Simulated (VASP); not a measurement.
An input for Ansatz (written as the equivalent of a VASP run, and not itself run):

Ansatz 0.2 input:
```yaml
crystal:
  lattice:
    - [-1.4704470, 1.4704470, 1.4704470]
    - [1.4704470, -1.4704470, 1.4704470]
    - [1.4704470, 1.4704470, -1.4704470]
  atoms:
    - { symbol: V, position: [0.0000000, 0.0000000, 0.0000000] }
kpoints:
  mp_grid: { grid: [20, 20, 20] }
hamiltonian:
  xc: pbe
  pseudopotentials: { kind: paw }
scf:
  occupations: { method: fermi_dirac, width: 0.1 }
  max_iter: 100
output: { forces: true, stress: true, eigenvalues: true }
```

### Question
Write the VASP files for the same calculation (PBE).

### Answer
Several could match; the one computed here: 
File POSCAR:
```
V
1.0
 -1.4704470000   1.4704470000   1.4704470000
  1.4704470000  -1.4704470000   1.4704470000
  1.4704470000   1.4704470000  -1.4704470000
V
1
direct
  0.0000000000   0.0000000000   0.0000000000
```

File KPOINTS:
```
K-points
0
Gamma
 20 20 20
0 0 0
```

### INCAR
```
# general
SYSTEM =V
PREC   =Accurate
ENCUT  =300
LREAL  =.FALSE.   # projection in real space or not
LASPH  =.TRUE.

# electronic loop
EDIFF  =1E-6   # SCF stop (eV)
NELM   =100
ALGO   =Normal   # blocked Davidson
LMAXMIX=4

# smearing
ISMEAR =-1
SIGMA  =0.1

# functional
GGA    =PE

# ions
ISIF   =2   # forces and stress, cell fixed

# output
LWAVE  =.FALSE.
LCHARG =.FALSE.
```

POTCAR, in this order: V_sv (PBE.64 set). Program: vasp_std.

Limits of the translation: each code has its own PAW files, so the cut-off isn't converted (ENCUT is set for VASP's; basis.ecutwfc is left out, and Ansatz then takes the one that its files recommend); Ansatz stops its SCF on the density residual and VASP on the energy change (EDIFF).

The structure is a typed V crystal. The cell was not relaxed at this level, and its volume differs by -5.9 % from the start's.
